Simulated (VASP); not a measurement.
The cell holds one Sr (fcc) (110) slab, with vacuum along c, ions free to move until forces fall under 0.03 eV/Å, no reconstruction beyond this cell, dipole correction on.

Here is the system:

```
CELL_PARAMETERS angstrom
      4.18013     0.00000     0.00000
      0.00000     5.91160     0.00000
      0.00000     0.00000    27.12492
ATOMIC_POSITIONS crystal
  Sr 0.00000 0.00000 0.30723
  Sr 0.50000 0.50000 0.38470
  Sr 0.00000 0.00000 0.45994
  Sr 0.50000 0.50000 0.54006
  Sr 0.00000 0.00000 0.61530
  Sr 0.50000 0.50000 0.69277
```

These are PBEsol GGA, VASP's PBE PAW potentials (set 64) (plane waves; VASP) values and carry that method's errors. Run with 400 eV cut-off, 7×5×1 Γ-centred mesh, first-order Methfessel-Paxton smearing of 0.10 eV, potentials Sr_sv.

Slab and bulk use different k-meshes, so the surface energy is good to a few per cent at best.

### Question
Predict its surface energy, work function, band gap (on the k-mesh).

### Answer

```
Item                                                         Value
------------------------  ----------------------------------------
surface energy                                          0.46 J/m^2
work function                                              2.62 eV
band gap (on the k-mesh)  none (metal, semimetal or under 0.01 eV)
```

The cell is a thin slab with vacuum, built from Sr (fcc): (110) face.
